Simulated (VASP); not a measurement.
Output of a VASP run:

OSZICAR:
```
...
DAV:   2    -0.150642736696E+02    0.11903E-01   -0.29311E-02   440   0.192E+00    0.383E-01
DAV:   3    -0.150612720094E+02    0.30017E-02   -0.76942E-03   440   0.118E+00    0.187E-01
DAV:   4    -0.150604414597E+02    0.83055E-03   -0.60565E-03   440   0.838E-01    0.993E-02
DAV:   5    -0.150615838134E+02   -0.11424E-02   -0.46216E-03   440   0.730E-01    0.275E-02
DAV:   6    -0.150623383658E+02   -0.75455E-03   -0.55999E-04   440   0.267E-01    0.713E-03
DAV:   7    -0.150623458035E+02   -0.74377E-05   -0.24010E-05   443   0.491E-02    0.467E-03
DAV:   8    -0.150623535014E+02   -0.76979E-05   -0.19405E-06   440   0.180E-02    0.291E-03
DAV:   9    -0.150623538576E+02   -0.35623E-06   -0.10755E-06   440   0.141E-02
   2 F= -.15062354E+02 E0= -.15062354E+02  d E =-.237161E-02
       N       E                     dE             d eps       ncg     rms          rms(c)
DAV:   1    -0.150639928486E+02   -0.16393E-02   -0.48430E-02   491   0.345E+00    0.297E-01
DAV:   2    -0.150628529449E+02    0.11399E-02   -0.30295E-03   440   0.616E-01    0.122E-01
DAV:   3    -0.150625918810E+02    0.26106E-03   -0.78679E-04   440   0.380E-01    0.578E-02
DAV:   4    -0.150624511489E+02    0.14073E-03   -0.66742E-04   440   0.283E-01    0.316E-02
DAV:   5    -0.150626188044E+02   -0.16766E-03   -0.51635E-04   440   0.248E-01    0.925E-03
DAV:   6    -0.150626892424E+02   -0.70438E-04   -0.49480E-05   440   0.785E-02    0.231E-03
DAV:   7    -0.150626910829E+02   -0.18406E-05   -0.21720E-06   440   0.146E-02    0.137E-03
DAV:   8    -0.150626924588E+02   -0.13758E-05   -0.19351E-07   437   0.615E-03    0.860E-04
DAV:   9    -0.150626923866E+02    0.72148E-07   -0.58134E-08   220   0.331E-03
   3 F= -.15062692E+02 E0= -.15062692E+02  d E =-.271014E-02
       N       E                     dE             d eps       ncg     rms          rms(c)
DAV:   1    -0.150682812364E+02   -0.55888E-02   -0.19322E-01   491   0.689E+00    0.597E-01
DAV:   2    -0.150635604090E+02    0.47208E-02   -0.11912E-02   440   0.123E+00    0.245E-01
DAV:   3    -0.150624823040E+02    0.10781E-02   -0.31806E-03   440   0.766E-01    0.118E-01
DAV:   4    -0.150620397309E+02    0.44257E-03   -0.24784E-03   440   0.545E-01    0.628E-02
DAV:   5    -0.150625966720E+02   -0.55694E-03   -0.19093E-03   440   0.476E-01    0.182E-02
DAV:   6    -0.150628741096E+02   -0.27744E-03   -0.20662E-04   440   0.162E-01    0.454E-03
DAV:   7    -0.150628781633E+02   -0.40537E-05   -0.89396E-06   443   0.301E-02    0.301E-03
DAV:   8    -0.150628818236E+02   -0.36603E-05   -0.77843E-07   446   0.118E-02    0.183E-03
DAV:   9    -0.150628817472E+02    0.76476E-07   -0.32483E-07   443   0.769E-03
   4 F= -.15062882E+02 E0= -.15062882E+02  d E =-.289950E-02
       N       E                     dE             d eps       ncg     rms          rms(c)
DAV:   1    -0.150637939690E+02   -0.91215E-03   -0.32255E-02   491   0.284E+00    0.241E-01
DAV:   2    -0.150630191139E+02    0.77486E-03   -0.20510E-03   440   0.507E-01    0.992E-02
DAV:   3    -0.150628302496E+02    0.18886E-03   -0.51929E-04   440   0.310E-01    0.463E-02
DAV:   4    -0.150626899533E+02    0.14030E-03   -0.48040E-04   440   0.242E-01    0.259E-02
DAV:   5    -0.150628480101E+02   -0.15806E-03   -0.36681E-04   440   0.211E-01    0.756E-03
DAV:   6    -0.150628821516E+02   -0.34142E-04   -0.26590E-05   440   0.572E-02    0.196E-03
DAV:   7    -0.150628817634E+02    0.38825E-06   -0.12096E-06   446   0.109E-02
   5 F= -.15062882E+02 E0= -.15062882E+02  d E =-.289952E-02
```

File OUTCAR:
```
------------------------ aborting loop because EDIFF is reached ----------------------------------------
  FORCE on cell =-STRESS in cart. coord.  units (eV):
  Direction    XX          YY          ZZ          XY          YZ          ZX
  --------------------------------------------------------------------------------------
  Total       -0.0049828     -0.0049828     -0.0049828      0.0000000      0.0000000     -0.0000000
  in kB       -0.1826648     -0.1826648     -0.1826648      0.0000000      0.0000000     -0.0000000
  external PRESSURE =      -0.1826648 kB  Pullay stress =       0.0000000 kB
  volume of cell :       43.70
      direct lattice vectors                 reciprocal lattice vectors
     0.000000000  2.795754483  2.795754483    -0.178842600  0.178842600  0.178842600
     2.795754483 -0.000000000  2.795754483     0.178842600 -0.178842600  0.178842600
     2.795754483  2.795754483 -0.000000000     0.178842600  0.178842600 -0.178842600
  FREE ENERGIE OF THE ION-ELECTRON SYSTEM (eV)
  ---------------------------------------------------
  free  energy   TOTEN  =       -15.0628817634 eV

  energy  without entropy=      -15.0628817634  energy(sigma->0) =      -15.06288176

 reached required accuracy - stopping structural energy minimisation
```
(Selected blocks of OUTCAR.)

File POSCAR:
```
NaCl
1
    0.0000000000     2.8200000000     2.8200000000
    2.8200000000     0.0000000000     2.8200000000
    2.8200000000     2.8200000000     0.0000000000
Na Cl
1 1
Direct
  0.0000000000   0.0000000000   0.0000000000
  0.5000000000   0.5000000000   0.5000000000
```

Question: Write an INCAR and KPOINTS that could have produced this output.

Answer: This is not unique; one that fits is the input of the run itself, MS2 meta-GGA, plane waves, VASP's PBE PAW potentials (set 64).

### KPOINTS
```
Automatic mesh
0
Gamma
7 7 7
0 0 0
```

INCAR:
```
! general
SYSTEM  = NaCl
PREC    = Accurate
ENCUT   = 520
LREAL   = .FALSE.
LASPH   = .TRUE.

! electronic loop
EDIFF   = 1E-6
NELM    = 100
ALGO    = Normal
LMIXTAU = .TRUE.

! smearing
ISMEAR  = 0
SIGMA   = 0.05

! functional
METAGGA = MS2

! ions
IBRION  = 2
NSW     = 60
ISIF    = 3
EDIFFG  = -0.01

! output
LWAVE   = .FALSE.
LCHARG  = .FALSE.
```

POTCAR, in this order: Na_pv Cl (PBE.64 set). Program: vasp_std.

Energy and stress use the plane-wave basis of the starting cell.

The compound is NaCl in the rock salt structure. This run relaxes it. Symmetry was kept, so distortions that lower it aren't found.
